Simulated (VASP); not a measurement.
Runs of VASP 6.6.1 on GaAs. The structure is tetragonal, space group I-4m2 (No. 119). The conventional cell has a = 3.987 Å, b = 3.987 Å, c = 5.681 Å, α = 90.00°, β = 90.00°, γ = 90.00°. Ga (site symmetry -4m2) is surrounded by 4 As at 2.45 Å. As (site symmetry -4m2) is surrounded by 4 Ga at 2.45 Å. The cell was built by a generator and isn't the measured one.

```csv
level,potentials or basis,pressure (GPa),moment (μB)
LDA,"VASP PAW LDA potentials, release 64 (Ga_d, As)",(a),0.00
PBE,"VASP PAW PBE potentials, release 64 (Ga_d, As)",3.5,0.00
r2SCAN,"VASP PAW PBE potentials, release 64 (Ga_d, As)",0.6,0.00
TB-mBJ,"VASP PAW PBE potentials, release 64 (Ga_d, As)",-,0.00
```

Alike in all rows: task single point; spin non-collinear, zero start, SOC; cell as given; k mesh 8 × 8 × 8; cutoff (eV) 520; smearing gaussian 0.02 eV.

Estimate the missing entries.

(a) -1.6.

Caveats: the PAW data sets were made with another functional, which shifts forces and pressure a little (some runs).
